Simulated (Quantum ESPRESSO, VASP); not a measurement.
The input files of a VASP run:

KPOINTS:
```
Automatic mesh
0
Gamma
6 6 6
0 0 0
```

File POSCAR:
```
Ta2Co
2.9812970
 -1.0000000000   1.0000000000   0.8161229827
  1.0000000000  -1.0000000000   0.8161229827
  1.0000000000   1.0000000000  -0.8161229827
Ta Co
4 2
direct
  0.1613500000   0.6613500000   0.8227000000
  0.8386500000   0.3386500000   0.1773000000
  0.6613500000   0.8386500000   0.5000000000
  0.3386500000   0.1613500000   0.5000000000
  0.7500000000   0.7500000000   0.0000000000
  0.2500000000   0.2500000000   0.0000000000
```

INCAR:
```
! general
SYSTEM  = Ta2Co
PREC    = Accurate
ENCUT   = 300   ! plane-wave cut-off (eV)
LREAL   = .FALSE.   ! projection in real space or not
LASPH   = .TRUE.

! electronic loop
EDIFF   = 1E-6   ! SCF stop (eV)
NELM    = 100   ! most electronic steps
ALGO    = Normal
LMAXMIX = 6   ! l cut-off of mixed one-centre charges

! smearing
ISMEAR  = -1   ! Fermi-Dirac
SIGMA   = 0.1   ! width (eV)

! functional
GGA     = PS   ! PBEsol

! ions
ISIF    = 2   ! forces and stress, cell fixed

! output
LWAVE   = .FALSE.
LCHARG  = .FALSE.
```

POTCAR, in this order: Ta_pv Co (PBE.64 set). Program: vasp_std.

Question: Write an input for Quantum ESPRESSO that does the same calculation.

Answer: One input that does it (PBEsol, PSlibrary PAW (PBE) pseudopotentials):
```
&control
  calculation = 'scf',
  outdir = './tmp',
  pseudo_dir = './',
  tprnfor = .true.,
  tstress = .true.,
/
&system
  ibrav = 7,
  celldm(1) = 11.26766965,
  celldm(3) = 0.8161229827,
  nat = 6,
  ntyp = 2,
  ecutwfc = 50,
  ecutrho = 300,
  occupations = 'smearing',
  smearing = 'fd',
  degauss = 0.0073499,
  input_dft = 'pbesol',
/
&electrons
  conv_thr = 1.0d-9,
/
ATOMIC_SPECIES
Ta   180.9479  Ta.pbe-spn-kjpaw_psl.1.0.0.UPF
Co    58.9332  Co.pbe-n-kjpaw_psl.1.0.0.UPF
ATOMIC_POSITIONS crystal
Ta   -0.82270000    0.66135000    0.16135000
Ta   -0.17730000    0.33865000    0.83865000
Ta   -0.50000000    0.83865000    0.66135000
Ta   -0.50000000    0.16135000    0.33865000
Co    0.00000000    0.75000000    0.75000000
Co    0.00000000    0.25000000    0.25000000
K_POINTS automatic
6 6 6  0 0 0
```
Both inputs were run and reached self-consistency, which says nothing on mesh or cut-off. Potentials, basis and cut-offs are each code's own, so they don't translate, and total energies aren't comparable.

The structure comes from a computed database's Ta2Co entry (I4/mcm); how it stands against other phases isn't given here. The cell was not relaxed at this level, and it may have been scaled.
